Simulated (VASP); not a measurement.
Computed with SCAN meta-GGA, VASP's PBE PAW potentials (set 64) (plane waves; VASP 6.6.1).

VASP input:

KPOINTS:
```
Automatic mesh
0
gamma
  10 10 10
0 0 0
```

### POSCAR
```
BP
1.0
  0.0000000000   2.2148699827   2.2148699827
  2.2148699827   0.0000000000   2.2148699827
  2.2148699827   2.2148699827   0.0000000000
B P
1 1
Cart
  0.0000000000   0.0000000000   0.0000000000
  1.1074349913   1.1074349913   1.1074349913
```

**INCAR**
```
# general
SYSTEM  = BP
PREC    = Accurate
ENCUT   = 520
LREAL   = .False.
LASPH   = .True.

# electronic loop
EDIFF   = 1E-7
NELM    = 100
ALGO    = Normal
LMIXTAU = .True.

# smearing
ISMEAR  = 0
SIGMA   = 0.05

# functional
METAGGA = SCAN

# ions
ISIF    = 2

# output
LWAVE   = .False.
LCHARG  = .False.
```

POTCAR, in this order: B P (PBE.64 set). Program: vasp_std.

Task: Estimate the energy per atom (σ→0), pressure.

Result: 
- energy per atom (σ→0): -9.408 eV/atom
- pressure: 12.14 GPa

File OSZICAR:
```
...
DAV:  19    -0.188167658823E+02   -0.10138E-04   -0.30694E-05   760   0.834E-02    0.551E-03
DAV:  20    -0.188167647709E+02    0.11114E-05   -0.71202E-07   960   0.120E-02    0.556E-03
DAV:  21    -0.188167652380E+02   -0.46707E-06   -0.10085E-07   800   0.501E-03    0.533E-03
DAV:  22    -0.188167635780E+02    0.16600E-05   -0.55611E-07   784   0.763E-03    0.149E-03
DAV:  23    -0.188167644880E+02   -0.91000E-06   -0.83926E-08   384   0.403E-03    0.675E-04
DAV:  24    -0.188167639910E+02    0.49700E-06   -0.31331E-08   376   0.250E-03    0.373E-04
DAV:  25    -0.188167639160E+02    0.74957E-07   -0.86113E-09   376   0.149E-03
   1 F= -.18816764E+02 E0= -.18816764E+02  d E =-.522766E-12
```

The compound is BP in the zinc blende structure. This cell is one point of a volume scan, at 0.94 of the reference volume.
